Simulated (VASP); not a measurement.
A convergence study with VASP on MnF$_{2}$ (rutile): one setting is varied, all else stays as given below, so the limit is that of these other settings.

```
MnF2
1.0
    4.87000     0.00000     0.00000
    0.00000     4.87000     0.00000
    0.00000     0.00000     3.31000
Mn F
2 4
Direct
  0.00000   0.00000   0.00000
  0.50000   0.50000   0.50000
  0.30500   0.30500   0.00000
  0.80500   0.19500   0.50000
  0.19500   0.80500   0.50000
  0.69500   0.69500   0.00000
```
Starting moments (μB, in the order of the record's atoms Mn Mn F F F F): 5.0 -5.0 0.0 0.0 0.0 0.0.

These are PBE GGA, VASP's PBE PAW potentials (set 64) (plane waves; VASP) values and carry that method's errors. The tightest run used: 700 eV cut-off, 8×8×12 Monkhorst-Pack mesh, Gaussian smearing of 0.050 eV, potentials Mn_pv F.

```json
[
 {"setting": "1×1×1 mesh", "E (eV/atom)": "-6.2226", "pressure (GPa)": "4.38", "largest force (eV/Å)": "0.104", "irreducible k-points": "1"},
 {"setting": "1×1×2 mesh", "E (eV/atom)": "-6.5799", "pressure (GPa)": "1.50", "largest force (eV/Å)": "0.020", "irreducible k-points": "1"},
 {"setting": "2×2×3 mesh", "E (eV/atom)": "-6.5724", "pressure (GPa)": "2.66", "largest force (eV/Å)": "0.101", "irreducible k-points": "2"}
]
```

These are the cheaper rows. Estimate the results at 8×8×12 mesh, and how far the last row shown lies from them.

```csv
quantity,tightest run,last row shown is off by
E (eV/atom),-6.5722,-0.0002
pressure (GPa),2.63,0.02
largest force (eV/Å),0.093,0.009
```

Left out are rungs that failed or repeat a setting and relaxations that didn't move; long series are thinned to 24 rows.

The compound is MnF2 in the rutile structure. The cell was not relaxed at this level, forces remain on its atoms. The spin order is the one that the start imposed; others were not tried in this run.
